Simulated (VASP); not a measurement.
Output of a VASP run:

File OSZICAR:
```
       N       E                     dE             d eps       ncg     rms          rms(c)
DAV:   1     0.404150260226E+03    0.40415E+03   -0.25441E+04  1120   0.132E+03
DAV:   2     0.567186445328E+01   -0.39848E+03   -0.38775E+03  1154   0.373E+02
DAV:   3    -0.103832129353E+02   -0.16055E+02   -0.15898E+02  1222   0.783E+01
DAV:   4    -0.105197942120E+02   -0.13658E+00   -0.13624E+00  1166   0.625E+00
DAV:   5    -0.105213714462E+02   -0.15772E-02   -0.15767E-02  1230   0.614E-01    0.136E+01
DAV:   6    -0.994029286841E+01    0.58108E+00   -0.11537E+00  1142   0.933E+00    0.899E+00
DAV:   7    -0.981958487779E+01    0.12071E+00   -0.42211E-01  1148   0.416E+00    0.279E+00
DAV:   8    -0.981513915994E+01    0.44457E-02   -0.47758E-02  1196   0.182E+00    0.287E-01
DAV:   9    -0.981481615329E+01    0.32301E-03   -0.30442E-03  1170   0.320E-01    0.206E-01
DAV:  10    -0.981480147157E+01    0.14682E-04   -0.41511E-04  1156   0.155E-01    0.948E-02
DAV:  11    -0.981480585578E+01   -0.43842E-05   -0.10074E-04  1128   0.853E-02    0.139E-02
DAV:  12    -0.981480568696E+01    0.16883E-06   -0.29397E-06   864   0.108E-02
   1 F= -.98148057E+01 E0= -.98139806E+01  d E =-.981481E+01
```

### OUTCAR
```
------------------------ aborting loop because EDIFF is reached ----------------------------------------
  FORCE on cell =-STRESS in cart. coord.  units (eV):
  Direction    XX          YY          ZZ          XY          YZ          ZX
  --------------------------------------------------------------------------------------
  Total        0.0628698      0.0628698      0.0628698      0.0000000      0.0000000     -0.0000000
  in kB        0.8301319      0.8301319      0.8301319      0.0000000      0.0000000     -0.0000000
  external PRESSURE =       0.8301319 kB  Pullay stress =       0.0000000 kB
  volume of cell :      121.34
      direct lattice vectors                 reciprocal lattice vectors
    -3.118759776  3.118759776  3.118759776     0.000000000  0.160320139  0.160320139
     3.118759776 -3.118759776  3.118759776     0.160320139  0.000000000  0.160320139
     3.118759776  3.118759776 -3.118759776     0.160320139  0.160320139  0.000000000
 POSITION                                       TOTAL-FORCE (eV/Angst)
 -----------------------------------------------------------------------------------
      1.55938      1.55938     -1.55938         0.000000      0.000000     -0.000000
      1.55938     -1.55938      1.55938        -0.000000     -0.000000     -0.000000
      1.55938      1.55938      1.55938         0.000000      0.000000      0.000000
     -1.55938      1.55938      1.55938         0.000000      0.000000      0.000000
      0.00000      0.00000      0.00000         0.000000     -0.000000      0.000000
 -----------------------------------------------------------------------------------
    total drift:                                0.000000     -0.000000      0.000000
  FREE ENERGIE OF THE ION-ELECTRON SYSTEM (eV)
  ---------------------------------------------------
  free  energy   TOTEN  =        -9.8148056870 eV

  energy  without entropy=       -9.8123302959  energy(sigma->0) =       -9.81398056

 reached required accuracy - stopping structural energy minimisation
```
(Selected blocks of OUTCAR.)

### POSCAR
```
Hg4Pt
1
   -3.1187597760     3.1187597760     3.1187597760
    3.1187597760    -3.1187597760     3.1187597760
    3.1187597760     3.1187597760    -3.1187597760
Hg Pt
4 1
Direct
  0.0000000000   0.0000000000   0.5000000000
  0.0000000000   0.5000000000   0.0000000000
  0.5000000000   0.5000000000   0.5000000000
  0.5000000000   0.0000000000   0.0000000000
  0.0000000000   0.0000000000   0.0000000000
```

Write an INCAR and KPOINTS that could have produced this output.

Several could match; the one computed here: the input of the run itself, PBEsol GGA, plane waves, VASP's PBE PAW potentials (set 64).

**INCAR**
```
! general
SYSTEM   =  Hg4Pt
PREC     =  Accurate
ENCUT    =  400
LREAL    =  .FALSE.
LASPH    =  .TRUE.   ! aspherical one-centre terms

! electronic loop
EDIFF    =  1E-6   ! SCF stop (eV)
NELM     =  100   ! most electronic steps
ALGO     =  Normal
LMAXMIX  =  6   ! l cut-off of mixed one-centre charges

! smearing
ISMEAR   =  1
SIGMA    =  0.1   ! width (eV)

! functional
GGA      =  PS   ! PBEsol

! ions
IBRION   =  2   ! conjugate gradients
NSW      =  60
ISIF     =  3   ! ions, shape and volume
EDIFFG   =  -0.02   ! ionic stop

! output
LWAVE    =  .FALSE.
LCHARG   =  .FALSE.
```

File KPOINTS:
```
Automatic mesh
0
Gamma
6 6 6
0 0 0
```

POTCAR, in this order: Hg Pt (PBE.64 set). Program: vasp_std.

The structure comes from a computed database's Hg4Pt entry (Im-3m); how it stands against other phases isn't given here. It was relaxed first. The start is the result of an earlier pass.
